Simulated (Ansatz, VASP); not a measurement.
# Cross-check of Ti9Al44O84 (glassy 29TiO2-71Al2O3 (mol %)) between VASP and Ansatz, part 2 of 2

Aim: how closely do two programs agree when they are given the same cell, functional and k mesh? Of the first pair: The structure shown is the start of the Ansatz relaxation below; VASP solves that cell, so the two are compared at the walk's first step.

VASP 6.6.1 and Ansatz 0.2.0.

So far. Step 3 (VASP: single point, PBE, start cell, pair 1): The run ends at a pressure of 1.83 GPa, with forces up to 0.44 eV/Å.

### 6. VASP: single point, PBE, relaxed cell, pair 2

Level of this step: PBE, no spin polarisation; plane waves and PAW (Ti_sv, Al, O) (VASP).

The same cell, functional and mesh now go to VASP, with its own data sets.

INCAR reads:

```
SYSTEM = Ti9Al44O84
PREC = Accurate
ENCUT = 600
EDIFF = 1E-06
NELM = 120
ISMEAR = 0
SIGMA = 0.01
LREAL = Auto
ALGO = Normal
GGA = PE
NBANDS = 467
LASPH = .TRUE.
LORBIT = 11
LWAVE = .FALSE.
LCHARG = .FALSE.
ISIF = 2
GGA_COMPAT = .FALSE.
EFERMI = MIDGAP
```

POSCAR reads:

```
Ti9Al44O84
1.0
   11.6805500000      0.0413600000      0.0571800000
    0.0409500000     11.6059600000      0.2042200000
    0.0566100000      0.2042200000     11.5006700000
Ti Al O
9 44 84
Direct
    0.3660000000      0.7369400000      0.8327900000
    0.0730400000      0.9146600000      0.3787100000
    0.3936600000      0.2085700000      0.4000100000
    0.7980200000      0.5790000000      0.2068600000
    0.0261600000      0.5052900000      0.6399000000
    0.0010700000      0.8203100000      0.8796700000
    0.5929600000      0.2448100000      0.9784800000
    0.4219500000      0.7974900000      0.3776800000
    0.3723100000      0.3758000000      0.6628900000
    0.3429300000      0.9695000000      0.9766800000
    0.8479500000      0.2935300000      0.2937600000
    0.0049900000      0.4664200000      0.1282400000
    0.8637300000      0.2797000000      0.0553500000
    0.6902800000      0.8330500000      0.2816000000
    0.3907900000      0.9895000000      0.1993200000
    0.1129500000      0.2960100000      0.7608400000
    0.0597300000      0.7244400000      0.1580500000
    0.1576900000      0.3365000000      0.0304900000
    0.8342000000      0.7147900000      0.6884800000
    0.5899700000      0.8957900000      0.7339900000
    0.3640600000      0.2620300000      0.1471600000
    0.2524700000      0.5229100000      0.1977700000
    0.8358700000      0.9177800000      0.5140700000
    0.7665800000      0.0675500000      0.6722200000
    0.1280900000      0.7867400000      0.6530900000
    0.6968800000      0.1063600000      0.1632400000
    0.3450000000      0.2242600000      0.8649800000
    0.3948300000      0.4615800000      0.9502700000
    0.9589200000      0.1377800000      0.4288500000
    0.5382200000      0.6247000000      0.2092600000
[... 101 atom lines left out ...]
    0.0060600000      0.3273800000      0.0566900000
    0.6947400000      0.3417300000      0.3308700000
    0.7297700000      0.8245000000      0.4306000000
    0.7260800000      0.3394600000      0.0161900000
    0.7784300000      0.5543600000      0.3624300000
    0.8996500000      0.7959800000      0.5820800000
```

KPOINTS reads:

```
Automatic mesh
0
Gamma
1 1 1
0 0 0
```

Potentials, in the order of the species: Ti_sv, Al and O (PBE family, release 64).

Command:

```console
$ export OMP_NUM_THREADS=3
$ mpirun -np 1 vasp_gam
```

Numbers of over 12 decimals in the logs are rounded to 6 here.

Output:

```text
[... set-up lines as in an earlier step ...]
 entering main loop
       N       E                     dE             d eps       ncg     rms          rms(c)
DAV:   1     0.966938385697E+04    0.96694E+04   -0.45847E+05   934   0.187E+03
DAV:   2     0.234534018454E+03   -0.94348E+04   -0.88854E+04  1078   0.479E+02
DAV:   3    -0.114643585465E+04   -0.13810E+04   -0.13576E+04  1065   0.193E+02
DAV:   4    -0.123510220494E+04   -0.88666E+02   -0.88231E+02  1308   0.503E+01
[...]
DAV:  18    -0.104374582932E+04   -0.99220E-05   -0.58983E-05  1300   0.186E-02    0.159E-02
DAV:  19    -0.104374582953E+04   -0.21066E-06   -0.18684E-05  1116   0.967E-03    0.810E-03
DAV:  20    -0.104374582968E+04   -0.14312E-06   -0.51786E-06  1004   0.559E-03
   1 F= -.10437458E+04 E0= -.10437458E+04  d E =0.000000E+00
```

Parts of OUTCAR (step 6):

```text
  Total       14.0425846      6.5516191      3.9359929      0.4959805     -0.6238679     -1.7882533
  in kB       14.4358206      6.7350848      4.0462129      0.5098695     -0.6413382     -1.8383299
  external PRESSURE =       8.4057061 kB  Pullay stress =       0.0000000 kB

 POSITION                                       TOTAL-FORCE (eV/Angst)
[...]
5.51954     11.08160      4.71317         0.023083      0.081210      0.015625
      4.95625      2.67037      0.10780        -0.039425      0.008662      0.000833
      9.66431      2.25231      2.16504        -0.004771      0.006724     -0.004242
      6.25157      5.21393      8.15584         0.015127     -0.000105      0.002507
      0.39021      9.36286      0.49977         0.022012     -0.013453      0.096618
      1.54821      0.50420      3.41791         0.036068      0.029906     -0.030718
      1.09687      5.47927      5.67976         0.016817     -0.013906     -0.042605
      5.77367     11.52159      7.68704        -0.011793      0.014043     -0.001884
      9.18848      6.66581      0.36290         0.006783     -0.021496      0.013319
     11.45216      4.23417      8.17927         0.000271     -0.025108      0.017324
      1.45897      5.15245      2.71959        -0.001201      0.002116      0.005708
      0.53467      1.00669      0.57431        -0.001005      0.004036     -0.008251
      3.42171      9.12114      8.19946        -0.060146      0.013153     -0.071135
      5.49058      7.78391      8.56420         0.037826     -0.023760     -0.037239
[...]
-----------------------------------------------------------------------------------
    total drift:                               -0.007506     -0.015497     -0.008496

  FREE ENERGIE OF THE ION-ELECTRON SYSTEM (eV)
  ---------------------------------------------------
  free  energy   TOTEN  =     -1043.7458296766 eV

  energy  without entropy=    -1043.7458296766  energy(sigma->0) =    -1043.74582968

[... 1 part as in an earlier step ...]

[... 2 further parts left out ...]
[key lines of the parts left out:]
E-fermi :   4.8610
```

The run ends at a pressure of 0.84 GPa, with forces up to 0.13 eV/Å.

### 7. Comparison

What differs besides the data sets and the points named for the pairs above, as far as they apply: the cutoff is 420 eV in Ansatz and 600 eV in VASP (PREC = Accurate, projectors in real space). Total energies have different zeros and are not compared.

Compared:

| quantity | Ansatz | VASP | difference |
| --- | --- | --- | --- |
| pressure (GPa) | 1.01 | 0.84 | +0.17 |
| gap on the k mesh (eV) | 2.126 | 2.098 | +0.028 |

Forces on 7 of the 137 atoms, those with the largest forces and the largest differences (eV/Å; atoms numbered as in POSCAR):

| atom | Ansatz x, y, z | VASP x, y, z |
| --- | --- | --- |
| Ti3 | 0.020, 0.024, 0.006 | 0.057, 0.076, -0.085 |
| Ti4 | -0.008, -0.007, 0.003 | 0.018, -0.059, -0.080 |
| Ti7 | -0.003, 0.000, -0.002 | -0.012, -0.021, 0.105 |
| O69 | 0.000, 0.001, 0.004 | 0.000, 0.002, -0.135 |
| O77 | 0.000, 0.003, -0.012 | 0.022, -0.013, 0.097 |
| O89 | 0.003, -0.003, -0.023 | -0.018, -0.078, 0.073 |
| O124 | -0.009, 0.002, -0.003 | -0.106, 0.058, 0.027 |

The forces differ by 24 meV/Å r.m.s., where the r.m.s. force is 0.008 eV/Å in Ansatz and 0.025 eV/Å in VASP: the atoms lie near their places of rest in Ansatz, so a percentage would say little (all taken over all components). A gap on the mesh is an upper bound, since the band edges may lie between its points.

### 8. Results

```json
{
 "r.m.s. force difference (single point, PBE, start cell, pair 1)": "25 meV/Å",
 "r.m.s. force difference (single point, PBE, relaxed cell, pair 2)": "24 meV/Å"
}
```

**Reading.** The r.m.s. force difference is 25 meV/Å (single point, PBE, start cell, pair 1), beyond the 12 meV/Å picked in this series as the mark of a large difference. What causes the difference of the single point, PBE, start cell, pair 1 pair stays open here. What causes the difference of the single point, PBE, relaxed cell, pair 2 pair stays open here. How closely two codes agree says nothing of how well the functional describes the real material.

[Lines on the potential files, build, host, timing and source positions are cut from VASP's logs without a mark.]

[Logs are printed without paths, hosts, clocks, repeated set-up lines and the standing remarks that a program may print on its own settings, such as how far it seeks lower states.]

[Hosts, paths, dates, database ids (printed as entryN), source tags and the programs' standing remarks are cut or masked in the printed files.]
